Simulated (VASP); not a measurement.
Crystal: MgO.

```
Mg O
1.0
     0.00000    2.12248    2.12248
     2.12248    0.00000    2.12248
     2.12248    2.12248    0.00000
Mg O
1 1
Direct
  0.00000 0.00000 0.00000
  0.50000 0.50000 0.50000
```

Program: VASP 6.6.1. Alike in all runs: task band structure; no spin polarisation; cell as given; k mesh 12 × 12 × 12; cutoff (eV) 520; smearing gaussian 0.03 eV.

Task: Order these runs on this cell by their band gap on the k mesh, lowest first.
A. level LDA; potentials or basis VASP PAW LDA potentials, release 64 (Mg, O)
B. level TB-mBJ; potentials or basis VASP PAW PBE potentials, release 64 (Mg, O)
C. level r2SCAN; potentials or basis VASP PAW PBE potentials, release 64 (Mg, O)

Result: A (4.43 eV), C (5.37 eV), B (6.53 eV).

Runs at the PBE level aren't shown here.
